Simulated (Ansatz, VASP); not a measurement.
# Cross-check of TiB2 between VASP and Ansatz, part 2 of 2

Wanted: the spread between two codes on one cell, functional and k mesh. Of the first pair: The cell is taken from a series of runs on this material, whose earlier steps may have relaxed, scaled, displaced or heated it; both programs get it as it stands.

VASP 6.6.1 and Ansatz 0.2.0.

So far: Set-up; VASP: relaxation of cell and atoms, PBEsol; Ansatz: relaxation of cell and atoms, PBEsol.

### Step 4. Differences

Known differences besides the potentials themselves: the cutoff is 420 eV in Ansatz and 500 eV in VASP; Ansatz makes its cores anew for this functional, VASP keeps those of its PBE data sets; Ansatz adds a Pulay correction to the stress that steers its cell, VASP none. Total energies have different zeros and are not compared.

Compared:

```tsv
quantity	Ansatz	VASP	difference
volume (Å³)	25.11	25.14	-0.14 %
edge a after relaxation, in the typed setting (Å)	3.018	3.019	-0.05 %
edge c after relaxation, in the typed setting (Å)	3.184	3.186	-0.04 %
```

### Step 5. Ansatz: relaxation, PBEsol

This run makes the geometry at which the two programs are then compared.

The structure compared here is the end of the Ansatz relaxation.

Contents of input.yaml:

```yaml
crystal:
  lattice:
    - [2.9571459667, 0.0, 0.0]
    - [-1.4785729834, 2.5609635299, 0.0]
    - [0.0, 0.0, 3.1989301014]
  atoms:
    - { symbol: B, position: [0.3333333333, 0.6666666667, 0.5] }
    - { symbol: B, position: [0.6666666667, 0.3333333333, 0.5] }
    - { symbol: Ti, position: [0.0, 0.0, 0.0] }
kpoints:
  mp_grid: { grid: [15, 15, 16] }
hamiltonian:
  xc: pbesol
  pseudopotentials: { kind: paw, azcp: { folder: soft_1 }, xc_functional: pbe }
scf:
  occupations: { method: methfessel_paxton, width: 0.2 }
output:
  forces: true
  stress: true
  eigenvalues: true
relax:
  adjacent_minimum: "off"
  f_tol: 0.001
  max_steps: 60
  cell: { stress_tol: 0.01, fix: [a, b, gamma] }
```

Run with:

```sh
$ ansatz run input.yaml --threads 4 --pin off --max-ram 10240MiB --backend cpu --events-out ev --progress --plain --runs-dir out
```

Numbers of over 12 decimals in the logs are rounded to 6 here.

The log of the run:

```text
[...]
Crystal: 3 atoms, lattice volume = 24.226 Å³
Basis set: ecut = 420 eV, 455 PW (Γ), exchange–correlation on 40×40×48 points (8 copies of the dense FFT grid, shifted against one another)
Bands: 13, of which v1, the nominal top of the filled ones, is band 9 counted from 1 (8 counted from 0)
Symmetry: 24 space group operations
[...]
k-points: 243 of 3600
[...]
--- Relaxed structure (3 steps of the walk, 3 accepted, 1 SCFs on fresh bases) ---
[...]
cell:  # Å, volume = 24.3419 Å³
    - [2.957146, 2.886759696862423e-11, 2.6197228397050276e-19]
    - [-1.478573, 2.560964, -1.3098614198746581e-19]
    - [2.83391836032546e-19, 0, 3.214246]
  atoms:
    - { symbol: B, position: [0.333333, 0.666667, 0.5] }
    - { symbol: B, position: [0.666667, 0.333333, 0.5] }
    - { symbol: Ti, position: [0, 0, 0] }
[key lines of the parts left out:]
SCF converged after 4 iterations
Free energy (F): -2782.583380 eV
Fermi energy:    15.909906 eV
P = ⅓ Tr σ = 10.0430 GPa (100.430 kbar)
```

### Step 6. VASP: single point, PBEsol, pair 2

The same cell, functional, mesh and smearing now go to VASP, with its own data sets.

Contents of INCAR:

```
SYSTEM = TiB2
PREC = Accurate
ENCUT = 500
EDIFF = 1E-06
NELM = 120
ISMEAR = 1
SIGMA = 0.2
LREAL = .FALSE.
ALGO = Normal
GGA = PS
NBANDS = 15
LASPH = .TRUE.
LORBIT = 11
LWAVE = .FALSE.
LCHARG = .FALSE.
ISIF = 2
GGA_COMPAT = .FALSE.
KPAR = 2
```

Contents of POSCAR:

```
TiB2
1.0
    2.9571459667      0.0000000000      0.0000000000
   -1.4785729834      2.5609635299      0.0000000000
    0.0000000000      0.0000000000      3.2142455018
B Ti
2 1
Direct
    0.3333333333      0.6666666667      0.5000000000
    0.6666666667      0.3333333333      0.5000000000
    0.0000000000      0.0000000000      0.0000000000
```

Contents of KPOINTS:

```
Automatic mesh
0
Gamma
15 15 16
0 0 0
```

The projector-augmented-wave data sets are B and Ti_sv (PBE family, release 64).

Run with:

```sh
$ mpirun -np 2 vasp_std
```

The log of the run:

```text
[banner, memory and clock lines left out]
running    2 mpi-ranks, on    1 nodes
[...]
[... a notice as in an earlier step ...]

 LDA part: xc-table for (Slater+PW92), standard interpolation
 POSCAR, INCAR and KPOINTS ok, starting setup
[...]
entering main loop
       N       E                     dE             d eps       ncg     rms          rms(c)
DAV:   1     0.119830411920E+03    0.11983E+03   -0.89266E+03  7290   0.135E+03
DAV:   2    -0.236098463565E+02   -0.14344E+03   -0.13867E+03  7640   0.354E+02
DAV:   3    -0.308375273103E+02   -0.72277E+01   -0.71535E+01 10345   0.778E+01
DAV:   4    -0.310274939015E+02   -0.18997E+00   -0.18986E+00  8910   0.113E+01
[...]
DAV:  11    -0.257432008789E+02    0.12220E-03   -0.28021E-04  9425   0.185E-01    0.579E-02
DAV:  12    -0.257431885016E+02    0.12377E-04   -0.53196E-05  9732   0.864E-02    0.136E-02
DAV:  13    -0.257431886144E+02   -0.11277E-06   -0.34334E-06  8604   0.190E-02
   1 F= -.25743189E+02 E0= -.25743209E+02  d E =0.617463E-04
```

Parts of OUTCAR (step 6):

```text
  Total        2.3669697      2.3669697      0.0591399     -0.0000000      0.0000000      0.0000000
  in kB      155.7930484    155.7930484      3.8925631     -0.0000000      0.0000000      0.0000000
  external PRESSURE =     105.1595533 kB  Pullay stress =       0.0000000 kB

 POSITION                                       TOTAL-FORCE (eV/Angst)
 -----------------------------------------------------------------------------------
     -0.00000      1.70731      1.60712        -0.000000      0.000000      0.000000
      1.47857      0.85365      1.60712         0.000000     -0.000000     -0.000000
      0.00000      0.00000      0.00000         0.000000      0.000000     -0.000000
 -----------------------------------------------------------------------------------
    total drift:                               -0.000000      0.000000      0.000000

  FREE ENERGIE OF THE ION-ELECTRON SYSTEM (eV)
  ---------------------------------------------------
  free  energy   TOTEN  =       -25.7431886144 eV

  energy  without entropy=      -25.7432503607  energy(sigma->0) =      -25.74320920

[... 1 part as in an earlier step ...]

[... 2 further parts left out ...]
[key lines of the parts left out:]
E-fermi :  10.5283
```

The run ends at a pressure of 10.52 GPa.

### Step 7. Differences

What differs besides the data sets and the points named for the pairs above, as far as they apply: Ansatz's pressure holds a Pulay correction, VASP's none. Total energies have different zeros and are not compared.

Compared:

```tsv
quantity	Ansatz	VASP	difference
pressure (GPa)	10.04	10.52	-0.47
```

### Step 8. Ansatz: relaxation, PBEsol

This run makes the geometry at which the two programs are then compared. The cell compared in this pair holds 24.72 Å³, against 24.34 Å³ for the pair before.

The structure compared here is the end of the Ansatz relaxation.

Edit input.yaml of step 5 so:

```diff
@@ -2,5 +2,5 @@
   lattice:
-    - [2.9571459667, 0.0, 0.0]
-    - [-1.4785729834, 2.5609635299, 0.0]
-    - [0.0, 0.0, 3.1989301014]
+    - [2.9873209256, 0.0, 0.0]
+    - [-1.4936604628, 2.5870958108, 0.0]
+    - [0.0, 0.0, 3.1841071601]
   atoms:
```

Run with:

```sh
$ ansatz run input.yaml --threads 4 --pin off --max-ram 10240MiB --backend cpu --events-out ev --progress --plain --runs-dir out
```

The log of the run:

```text
[...]
Crystal: 3 atoms, lattice volume = 24.608 Å³
Basis set: ecut = 420 eV, 467 PW (Γ), exchange–correlation on 40×40×48 points (8 copies of the dense FFT grid, shifted against one another)
Bands: 13, of which v1, the nominal top of the filled ones, is band 9 counted from 1 (8 counted from 0)
Symmetry: 24 space group operations
[...]
k-points: 243 of 3600
[...]
k-point 242: bands = [... 5 lower, 6.9219, 9.7721, 12.3933, 12.3933, 18.2542, 20.1340, 20.1340, 20.3802]
--- Relaxed structure (3 steps of the walk, 3 accepted, 1 SCFs on fresh bases) ---
[...]
cell:  # Å, volume = 24.7229 Å³
    - [2.987321, 0, 0.0]
    - [-1.493660, 2.587096, 0.0]
    - [0.0, 0.0, 3.198930]
  atoms:
    - { symbol: B, position: [0.333333, 0.666667, 0.5] }
    - { symbol: B, position: [0.666667, 0.333333, 0.5] }
    - { symbol: Ti, position: [0, 0, 0.0] }
[key lines of the parts left out:]
SCF converged after 4 iterations
Free energy (F): -2782.617893 eV
Fermi energy:    15.648776 eV
P = ⅓ Tr σ = 4.8358 GPa (48.358 kbar)
```

### Step 9. VASP: single point, PBEsol, pair 3

The same cell, functional, mesh and smearing now go to VASP, with its own data sets.

INCAR is that of step 6.

Contents of POSCAR:

```
TiB2
1.0
    2.9873209256      0.0000000000      0.0000000000
   -1.4936604628      2.5870958108      0.0000000000
    0.0000000000      0.0000000000      3.1989301014
B Ti
2 1
Direct
    0.3333333333      0.6666666667      0.5000000000
    0.6666666667      0.3333333333      0.5000000000
    0.0000000000      0.0000000000      0.0000000000
```

KPOINTS is that of step 6.

Run with:

```sh
$ mpirun -np 2 vasp_std
```

The log of the run:

```text
[... set-up lines as in an earlier step ...]
 entering main loop
       N       E                     dE             d eps       ncg     rms          rms(c)
DAV:   1     0.120266475433E+03    0.12027E+03   -0.89266E+03  7297   0.134E+03
DAV:   2    -0.234019063735E+02   -0.14367E+03   -0.13909E+03  7626   0.356E+02
DAV:   3    -0.307396321190E+02   -0.73377E+01   -0.72736E+01 10501   0.787E+01
DAV:   4    -0.309389088790E+02   -0.19928E+00   -0.19914E+00  8874   0.116E+01
[...]
DAV:  11    -0.257791711632E+02    0.96213E-04   -0.23552E-04  9796   0.168E-01    0.580E-02
DAV:  12    -0.257791561450E+02    0.15018E-04   -0.59448E-05  9356   0.940E-02    0.140E-02
DAV:  13    -0.257791562023E+02   -0.57265E-07   -0.38192E-06  8696   0.190E-02
   1 F= -.25779156E+02 E0= -.25779158E+02  d E =0.584340E-05
```

From OUTCAR (step 9):

```text
  Total        1.1959045      1.1959045      0.0579515      0.0000000      0.0000000      0.0000000
  in kB       77.5011132     77.5011132      3.7555692      0.0000000      0.0000000      0.0000000
  external PRESSURE =      52.9192652 kB  Pullay stress =       0.0000000 kB

 POSITION                                       TOTAL-FORCE (eV/Angst)
 -----------------------------------------------------------------------------------
     -0.00000      1.72473      1.59947        -0.000000      0.000000      0.000000
      1.49366      0.86237      1.59947         0.000000      0.000000      0.000000
      0.00000      0.00000      0.00000        -0.000000      0.000000      0.000000
 -----------------------------------------------------------------------------------
    total drift:                               -0.000000      0.000000      0.000000

  FREE ENERGIE OF THE ION-ELECTRON SYSTEM (eV)
  ---------------------------------------------------
  free  energy   TOTEN  =       -25.7791562023 eV

  energy  without entropy=      -25.7791620457  energy(sigma->0) =      -25.77915815

[... 1 part as in an earlier step ...]

[... 2 further parts left out ...]
[key lines of the parts left out:]
E-fermi :  10.3510
```

The run ends at a pressure of 5.29 GPa.

### Step 10. Side by side

Compared:

```tsv
quantity	Ansatz	VASP	difference
pressure (GPa)	4.84	5.29	-0.46
```

### Step 11. Outcome

| Property | Result |
| --- | --- |
| difference in volume (relaxation of cell and atoms, PBEsol) | -0.14 % |
| difference in pressure (single point, PBEsol, pair 2) | -0.47 GPa |
| difference in pressure (single point, PBEsol, pair 3) | -0.46 GPa |

The difference in pressure is -0.47 GPa (single point, PBEsol, pair 2), within the 1 GPa picked in this series as the mark of a large difference. 5 further runs of this series are not shown here. Such differences can come from data sets, numerical settings and the points named under the comparisons, not from the functional's error against experiment.

[Lines on the potential files, build, host, timing and source positions are cut from VASP's logs without a mark.]

[Logs are printed without paths, hosts, clocks, repeated set-up lines and the standing remarks that a program may print on its own settings, such as how far it seeks lower states.]

[Hosts, paths, dates, database ids (printed as entryN), source tags and the programs' standing remarks are cut or masked in the printed files.]
